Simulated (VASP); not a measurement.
An input for Quantum ESPRESSO's pw.x (written as the equivalent of a VASP run, and not itself run):

```
&CONTROL
  calculation = 'scf'
  pseudo_dir = './pseudo'
  outdir = './out'
  tprnfor = .true.
  tstress = .true.
/
&SYSTEM
  ibrav = 0
  nat = 3
  ntyp = 2
  ecutwfc = 84
  occupations = 'smearing'
  smearing = 'methfessel-paxton'
  degauss = 0.00735
  input_dft = 'vdw-df-obk8'
/
&ELECTRONS
  conv_thr = 7.3e-09
  electron_maxstep = 100
/
ATOMIC_SPECIES
  Al 26.982 Al.upf
  Pt 195.084 Pt.upf
CELL_PARAMETERS angstrom
     0.0000000    2.9707211    2.9707211
     2.9707211    0.0000000    2.9707211
     2.9707211    2.9707211    0.0000000
ATOMIC_POSITIONS crystal
  Al   0.2500000  0.2500000  0.2500000
  Al   0.7500000  0.7500000  0.7500000
  Pt   0.0000000  0.0000000  0.0000000
K_POINTS automatic
  9 9 9 0 0 0
```

Task: Translate this input to VASP (INCAR, KPOINTS, POSCAR, choice of POTCAR).

Result: This is not unique; one that fits is 
### INCAR
```
AGGAC=0.0
ALGO=Normal
EDIFF=1E-7
ENCUT=520
GGA=BO
ISIF=2
ISMEAR=1
LASPH=.TRUE.
LCHARG=.FALSE.
LMAXMIX=6
LREAL=.FALSE.
LUSE_VDW=.TRUE.
LWAVE=.FALSE.
NELM=100
PARAM1=0.1833333333
PARAM2=0.22
PREC=Accurate
SIGMA=0.1
SYSTEM=PtAl2
```

### KPOINTS
```
kpoints
0
gamma
 9 9 9
```

POSCAR:
```
PtAl2
5.9414420
  0.0000000000   0.5000000208   0.5000000208
  0.5000000208   0.0000000000   0.5000000208
  0.5000000208   0.5000000208   0.0000000000
Al Pt
2 1
Cart
  0.2500000104   0.2500000104   0.2500000104
  0.7500000312   0.7500000312   0.7500000312
  0.0000000000   0.0000000000   0.0000000000
```

POTCAR, in this order: Al Pt (PBE.64 set). Program: vasp_std.

Limits of the translation: the potentials are each code's own (VASP's PAW set, PseudoDojo norm-conserving files in pw.x), so ENCUT and ecutwfc are chosen apart and not converted; conv_thr bounds pw.x's estimated SCF error, while EDIFF bounds the energy change between steps.

The compound is PtAl2 in the fluorite structure. It was relaxed first.
